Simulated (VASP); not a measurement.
Output of a VASP run:

**OSZICAR**
```
       N       E                     dE             d eps       ncg     rms          rms(c)
DAV:   1    -0.695700831490E+01   -0.69570E+01   -0.12468E+03   912   0.480E+02
DAV:   2    -0.998478148204E+01   -0.30278E+01   -0.28173E+01  1230   0.296E+01
DAV:   3    -0.100142103212E+02   -0.29429E-01   -0.29344E-01  1302   0.364E+00
DAV:   4    -0.100142973600E+02   -0.87039E-04   -0.87036E-04  1284   0.184E-01
DAV:   5    -0.100142979684E+02   -0.60840E-06   -0.60831E-06  1284   0.115E-02    0.953E-01
DAV:   6    -0.993055936110E+01    0.83739E-01   -0.68364E-02   954   0.231E+00    0.653E-01
DAV:   7    -0.100133304382E+02   -0.82771E-01   -0.30232E-01   918   0.564E+00    0.160E-01
DAV:   8    -0.993475481695E+01    0.78576E-01   -0.14866E-01   930   0.334E+00    0.676E-02
DAV:   9    -0.993677232192E+01   -0.20175E-02   -0.71461E-02   960   0.219E+00    0.100E-01
DAV:  10    -0.993657996556E+01    0.19236E-03   -0.24552E-02   978   0.120E+00    0.425E-02
DAV:  11    -0.993936520139E+01   -0.27852E-02   -0.53124E-02   942   0.163E+00    0.965E-02
DAV:  12    -0.993599201116E+01    0.33732E-02   -0.17612E-02   936   0.924E-01    0.332E-02
DAV:  13    -0.993626974247E+01   -0.27773E-03   -0.58986E-03   948   0.846E-01    0.286E-02
DAV:  14    -0.993626545139E+01    0.42911E-05   -0.14024E-04  1170   0.134E-01    0.297E-02
DAV:  15    -0.993640752153E+01   -0.14207E-03   -0.11426E-04   990   0.120E-01    0.335E-02
DAV:  16    -0.993586956573E+01    0.53796E-03   -0.50745E-03   948   0.521E-01    0.123E-02
DAV:  17    -0.993627381605E+01   -0.40425E-03   -0.13039E-03  1050   0.367E-01    0.173E-02
DAV:  18    -0.993598936638E+01    0.28445E-03   -0.29064E-04   954   0.146E-01    0.109E-02
DAV:  19    -0.993578586573E+01    0.20350E-03   -0.61304E-04   954   0.241E-01    0.385E-03
DAV:  20    -0.993574236677E+01    0.43499E-04   -0.14978E-04   942   0.210E-01    0.293E-03
DAV:  21    -0.993575515867E+01   -0.12792E-04   -0.20806E-05   990   0.584E-02    0.377E-03
DAV:  22    -0.993576111511E+01   -0.59564E-05   -0.35835E-06   990   0.248E-02    0.399E-03
DAV:  23    -0.993573095226E+01    0.30163E-04   -0.99663E-05   948   0.929E-02    0.140E-03
DAV:  24    -0.993573017540E+01    0.77686E-06   -0.37481E-05   936   0.639E-02    0.910E-04
DAV:  25    -0.993573254105E+01   -0.23656E-05   -0.23724E-06  1050   0.211E-02    0.122E-03
DAV:  26    -0.993573156203E+01    0.97902E-06   -0.27363E-06   948   0.186E-02
   1 F= -.99357316E+01 E0= -.99358311E+01  d E =-.993573E+01
```

OUTCAR:
```
------------------------ aborting loop because EDIFF is reached ----------------------------------------
  FORCE on cell =-STRESS in cart. coord.  units (eV):
  Direction    XX          YY          ZZ          XY          YZ          ZX
  --------------------------------------------------------------------------------------
  Total        0.0125931      0.0125931      0.0132541      0.0000000      0.0000000      0.0000000
  in kB        0.4500535      0.4500536      0.4736796      0.0000000      0.0000000      0.0000000
  external PRESSURE =       0.4579289 kB  Pullay stress =       0.0000000 kB
  volume of cell :       44.83
      direct lattice vectors                 reciprocal lattice vectors
     1.593555871 -2.760120177  0.000000000     0.313763709 -0.181151533  0.000000000
     1.593555871  2.760120177  0.000000000     0.313763709  0.181151533  0.000000000
     0.000000000  0.000000000  5.096268960     0.000000000  0.000000000  0.196221983
 POSITION                                       TOTAL-FORCE (eV/Angst)
 -----------------------------------------------------------------------------------
      1.59356      0.92004      1.27407         0.000000     -0.000000      0.000000
      1.59356     -0.92004      3.82220        -0.000000      0.000000      0.000000
 -----------------------------------------------------------------------------------
    total drift:                                0.000000     -0.000007      0.000001
  FREE ENERGIE OF THE ION-ELECTRON SYSTEM (eV)
  ---------------------------------------------------
  free  energy   TOTEN  =        -9.9357315620 eV

  energy  without entropy=       -9.9360300737  energy(sigma->0) =       -9.93583107

 reached required accuracy - stopping structural energy minimisation
```
(Selected blocks of OUTCAR.)

**POSCAR**
```
Mg
1
    1.5935558708    -2.7601201771    -0.0000000000
    1.5935558708     2.7601201771     0.0000000000
   -0.0000000000     0.0000000000     5.0962689601
Mg
2
Direct
  0.3333330000   0.6666670000   0.2500000000
  0.6666670000   0.3333330000   0.7500000000
```

Question: Reconstruct the remaining input files.

Answer: This is not unique; one that fits is the input of the run itself, SCAN meta-GGA, plane waves, VASP's PBE PAW potentials (set 64).

KPOINTS:
```
K-points
0
G
 12 12 7
0 0 0
```

### INCAR
```
! general
SYSTEM  = Mg
PREC    = Accurate
ENCUT   = 520
LREAL   = .FALSE.
LASPH   = .TRUE.

! electronic loop
EDIFF   = 1E-6
NELM    = 100
ALGO    = Normal
LMIXTAU = .TRUE.

! smearing
ISMEAR  = 1
SIGMA   = 0.1

! functional
METAGGA = SCAN

! ions
IBRION  = 2
NSW     = 60
ISIF    = 3
EDIFFG  = -0.01

! output
LWAVE   = .FALSE.
LCHARG  = .FALSE.
```

POTCAR, in this order: Mg (PBE.64 set). Program: vasp_std.

The compound is Mg in the hcp structure. It was relaxed first. The start is the result of an earlier pass.
